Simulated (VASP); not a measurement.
Here is the system:

```
CELL_PARAMETERS angstrom
      3.53976     0.00000     0.00000
      0.00000     3.53976     0.00000
      0.00000     0.00000     3.53976
ATOMIC_POSITIONS crystal
  Ta 0.00000 0.00000 0.00000
  Co 0.00000 0.50000 0.50000
  Co 0.50000 0.00000 0.50000
  Co 0.50000 0.50000 0.00000
```

The numbers are results of PBEsol GGA, VASP's PBE PAW potentials (set 64) (plane waves; VASP), not measurements. Numerical set-up: 300 eV cut-off, 9×9×9 Γ-centred mesh, Fermi-Dirac smearing of 0.10 eV, potentials Ta_pv Co.

The run has a spin-polarised start.

Question: Give the spin-up energies of bands 10 to 23 at the high-symmetry points, in eV from the Fermi level.

Answer: 
```json
[
 {"band": "10", "Γ": "-4.29", "X": "-2.71", "M": "-2.70", "R": "-1.97"},
 {"band": "11", "Γ": "-1.67", "X": "-2.71", "M": "-2.39", "R": "-1.60"},
 {"band": "12", "Γ": "-1.67", "X": "-2.38", "M": "-2.39", "R": "-1.60"},
 {"band": "13", "Γ": "-1.67", "X": "-2.38", "M": "-2.34", "R": "-1.60"},
 {"band": "14", "Γ": "-0.26", "X": "-1.32", "M": "-2.19", "R": "-1.56"},
 {"band": "15", "Γ": "-0.26", "X": "-0.93", "M": "-2.14", "R": "-1.56"},
 {"band": "16", "Γ": "0.24", "X": "-0.86", "M": "-1.22", "R": "-0.41"},
 {"band": "17", "Γ": "0.57", "X": "-0.86", "M": "-1.00", "R": "0.31"},
 {"band": "18", "Γ": "0.57", "X": "-0.83", "M": "-1.00", "R": "0.31"},
 {"band": "19", "Γ": "0.57", "X": "-0.08", "M": "-0.76", "R": "0.31"},
 {"band": "20", "Γ": "2.86", "X": "0.57", "M": "-0.54", "R": "0.87"},
 {"band": "21", "Γ": "2.86", "X": "0.90", "M": "1.71", "R": "0.87"},
 {"band": "22", "Γ": "3.27", "X": "0.90", "M": "1.71", "R": "0.87"},
 {"band": "23", "Γ": "3.27", "X": "1.92", "M": "2.14", "R": "2.30"}
]
```

Question: Give the spin-down energies of bands 10 to 23 at the high-symmetry points, in eV from the Fermi level.

Answer: 
```
band      Γ      X      M      R
----  -----  -----  -----  -----
10    -4.29  -2.71  -2.70  -1.97
11    -1.67  -2.71  -2.39  -1.60
12    -1.67  -2.38  -2.39  -1.60
13    -1.67  -2.38  -2.34  -1.60
14    -0.26  -1.32  -2.19  -1.56
15    -0.26  -0.93  -2.14  -1.56
16     0.24  -0.86  -1.22  -0.41
17     0.57  -0.86  -1.00   0.31
18     0.57  -0.83  -1.00   0.31
19     0.57  -0.08  -0.76   0.31
20     2.86   0.57  -0.54   0.87
21     2.86   0.90   1.71   0.87
22     3.27   0.90   1.71   0.87
23     3.27   1.92   2.14   2.30
```

It has no gap at this level: it comes out as a metal or semimetal.

The structure comes from a computed database's TaCo3 entry; how it stands against other phases isn't given here. The cell was not relaxed at this level.
